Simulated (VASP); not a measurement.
Computed with PBEsol GGA, VASP's PBE PAW potentials (set 64) (plane waves; VASP). Each cell was relaxed at this level, without spin-orbit coupling.

Problem. Which of these comes out without a gap?
(A) SrCl2, Fm-3m (225)
(B) GaAs, F-43m (216)
(C) Ag, Fm-3m (225)
(D) MoS2, P6_3/mmc (194)

Solution. C, Ag, Fm-3m (225). The others have gaps of 0.44 eV (GaAs, F-43m (216)), 5.22 eV (SrCl2, Fm-3m (225)), 0.90 eV (MoS2, P6_3/mmc (194)).
